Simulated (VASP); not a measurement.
Level of theory: PBE GGA, VASP's PBE PAW potentials (set 64) (plane waves; VASP 6.6.1).

The input files of a VASP run:

POSCAR:
```
PdIn
1
    3.3063622438     0.0000000000    -0.0000000000
    0.0000000000     3.3063622438     0.0000000000
   -0.0000000000     0.0000000000     3.3063622438
In Pd
1 1
Direct
  0.5000000000   0.5000000000   0.5000000000
  0.0000000000   0.0000000000   0.0000000000
```

File KPOINTS:
```
Automatic mesh
0
Gamma
10 10 10
0 0 0
```

### INCAR
```
ALGO = Normal
EDIFF = 1E-7
EDIFFG = -0.01
ENCUT = 480
GGA = PE
IBRION = 2
ISIF = 3
ISMEAR = 1
LASPH = .True.
LCHARG = .False.
LMAXMIX = 4
LREAL = .False.
LWAVE = .False.
NELM = 100
NSW = 40
PREC = Accurate
PSTRESS = 100
SIGMA = 0.1
SYSTEM = PdIn
```

POTCAR, in this order: In_d Pd (PBE.64 set). Program: vasp_std.

Output of the run:

### OSZICAR
```
       N       E                     dE             d eps       ncg     rms          rms(c)
DAV:   1     0.154840221279E+03    0.15484E+03   -0.10900E+04  1694   0.188E+03
DAV:   2    -0.151341996606E+01   -0.15635E+03   -0.15227E+03  1743   0.386E+02
DAV:   3    -0.881908758544E+01   -0.73057E+01   -0.72353E+01  2191   0.910E+01
DAV:   4    -0.893919980908E+01   -0.12011E+00   -0.12010E+00  1962   0.114E+01
DAV:   5    -0.894509806991E+01   -0.58983E-02   -0.58982E-02  2529   0.220E+00    0.599E+00
DAV:   6    -0.878608871685E+01    0.15901E+00   -0.39987E-01  1995   0.962E+00    0.282E+00
DAV:   7    -0.875485785129E+01    0.31231E-01   -0.72402E-02  2194   0.497E+00    0.127E+00
DAV:   8    -0.874844451255E+01    0.64133E-02   -0.22659E-02  1869   0.148E+00    0.374E-01
DAV:   9    -0.874774440532E+01    0.70011E-03   -0.19028E-03  2149   0.752E-01    0.545E-02
DAV:  10    -0.874775074784E+01   -0.63425E-05   -0.44032E-05  2219   0.101E-01    0.238E-02
DAV:  11    -0.874775219848E+01   -0.14506E-05   -0.53209E-06  1974   0.246E-02    0.273E-03
DAV:  12    -0.874775256532E+01   -0.36685E-06   -0.32498E-07  2060   0.661E-03    0.202E-03
DAV:  13    -0.874775244778E+01    0.11754E-06   -0.25772E-08  1127   0.198E-03    0.498E-04
DAV:  14    -0.874775239239E+01    0.55387E-07   -0.70505E-09  1015   0.132E-03
   1 F= -.64917440E+01 E0= -.64914998E+01  d E =-.649174E+01
       N       E                     dE             d eps       ncg     rms          rms(c)
DAV:   1    -0.162971276039E+02   -0.75494E+01   -0.15097E+02  1827   0.189E+02    0.252E+01
DAV:   2    -0.904388347034E+01    0.72532E+01   -0.31041E+01  1736   0.915E+01    0.562E+00
DAV:   3    -0.841867164710E+01    0.62521E+00   -0.22254E+00  2297   0.352E+01    0.374E+00
DAV:   4    -0.834479367592E+01    0.73878E-01   -0.19515E-01  2510   0.717E+00    0.341E+00
DAV:   5    -0.833127013260E+01    0.13524E-01   -0.42200E-02  2010   0.257E+00    0.535E-01
DAV:   6    -0.833089310091E+01    0.37703E-03   -0.20663E-03  2327   0.599E-01    0.253E-01
DAV:   7    -0.833098176424E+01   -0.88663E-04   -0.20853E-04  2345   0.231E-01    0.431E-02
DAV:   8    -0.833098056342E+01    0.12008E-05   -0.15624E-05  2409   0.643E-02    0.112E-02
DAV:   9    -0.833098181629E+01   -0.12529E-05   -0.82064E-07  2045   0.967E-03    0.407E-03
DAV:  10    -0.833098129489E+01    0.52140E-06   -0.11077E-07  1064   0.532E-03    0.577E-04
DAV:  11    -0.833098128304E+01    0.11846E-07   -0.83917E-09   952   0.131E-03
   2 F= -.64151154E+01 E0= -.64145241E+01  d E =0.766285E-01
       N       E                     dE             d eps       ncg     rms          rms(c)
DAV:   1    -0.110377473850E+02   -0.27068E+01   -0.54308E+01  1792   0.148E+02    0.990E+00
DAV:   2    -0.894222276177E+01    0.20955E+01   -0.79030E+00  1736   0.397E+01    0.401E+00
DAV:   3    -0.872657771040E+01    0.21565E+00   -0.55237E-01  2255   0.148E+01    0.190E+00
DAV:   4    -0.868092976115E+01    0.45648E-01   -0.12854E-01  2503   0.682E+00    0.117E+00
DAV:   5    -0.867851719725E+01    0.24126E-02   -0.52058E-03  1917   0.884E-01    0.679E-01
DAV:   6    -0.867706730784E+01    0.14499E-02   -0.22824E-03  2020   0.402E-01    0.869E-02
DAV:   7    -0.867708504063E+01   -0.17733E-04   -0.64589E-05  2621   0.804E-02    0.424E-02
DAV:   8    -0.867708660564E+01   -0.15650E-05   -0.28992E-06  2322   0.246E-02    0.103E-02
DAV:   9    -0.867708677103E+01   -0.16539E-06   -0.37816E-07  1757   0.110E-02    0.150E-03
DAV:  10    -0.867708670628E+01    0.64743E-07   -0.32072E-08   910   0.314E-03
   3 F= -.65743368E+01 E0= -.65737651E+01  d E =-.825928E-01
       N       E                     dE             d eps       ncg     rms          rms(c)
DAV:   1    -0.867471534184E+01    0.23714E-02   -0.12385E-02  1799   0.200E+00    0.168E-01
DAV:   2    -0.867418944377E+01    0.52590E-03   -0.22499E-03  1701   0.647E-01    0.537E-02
DAV:   3    -0.867413600975E+01    0.53434E-04   -0.16978E-04  2231   0.256E-01    0.225E-02
DAV:   4    -0.867412873128E+01    0.72785E-05   -0.25766E-05  2458   0.958E-02    0.217E-02
DAV:   5    -0.867412930525E+01   -0.57397E-06   -0.91546E-07  1869   0.104E-02    0.126E-02
DAV:   6    -0.867413077459E+01   -0.14693E-05   -0.66565E-07  2054   0.892E-03    0.133E-03
DAV:   7    -0.867413087904E+01   -0.10444E-06   -0.19266E-08   938   0.160E-03    0.713E-04
DAV:   8    -0.867413086076E+01    0.18283E-07   -0.36583E-09   875   0.897E-04
   4 F= -.65743731E+01 E0= -.65737970E+01  d E =-.826291E-01
```

### OUTCAR
```
------------------------ aborting loop because EDIFF is reached ----------------------------------------
  FORCE on cell =-STRESS in cart. coord.  units (eV):
  Direction    XX          YY          ZZ          XY          YZ          ZX
  --------------------------------------------------------------------------------------
  Total        2.1005326      2.1005326      2.1005326      0.0000000      0.0000000      0.0000000
  in kB      100.0368990    100.0368990    100.0368990      0.0000000      0.0000000      0.0000000
  external PRESSURE =       0.0368990 kB  Pullay stress =     100.0000000 kB
  volume of cell :       33.64
      direct lattice vectors                 reciprocal lattice vectors
     3.228196231  0.000000000 -0.000000000     0.309770512 -0.000000000 -0.000000000
     0.000000000  3.228196231 -0.000000000    -0.000000000  0.309770512 -0.000000000
     0.000000000  0.000000000  3.228196231     0.000000000  0.000000000  0.309770512
 POSITION                                       TOTAL-FORCE (eV/Angst)
 -----------------------------------------------------------------------------------
      1.61410      1.61410      1.61410         0.000000      0.000000      0.000000
      0.00000      0.00000      0.00000        -0.000000     -0.000000      0.000000
 -----------------------------------------------------------------------------------
    total drift:                                0.000000      0.000000     -0.000000
  FREE ENERGIE OF THE ION-ELECTRON SYSTEM (eV)
  ---------------------------------------------------
  free  energy   TOTEN  =        -8.6741308608 eV

  energy  without entropy=       -8.6724025520  energy(sigma->0) =       -8.67355476
  enthalpy is  TOTEN    =        -6.5743730950 eV   P V=        2.0997577657

 reached required accuracy - stopping structural energy minimisation
```
(Selected blocks of OUTCAR.)

File CONTCAR:
```
PdIn
   1.00000000000000
     3.2281962313532748    0.0000000000000000   -0.0000000000000000
     0.0000000000000000    3.2281962313532748   -0.0000000000000000
     0.0000000000000000    0.0000000000000000    3.2281962313532748
  In              Pd
     1     1
Direct
     0.5000000000000000    0.5000000000000000    0.5000000000000000
     0.0000000000000000    0.0000000000000000    0.0000000000000000
```

Energy and stress use the plane-wave basis of the starting cell.

The compound is PdIn in the CsCl type structure. This run relaxes it under an external pressure of 10 GPa. Symmetry was kept, so distortions that lower it aren't found. The electron count is odd and the run is not spin-polarised, which forces a metal.
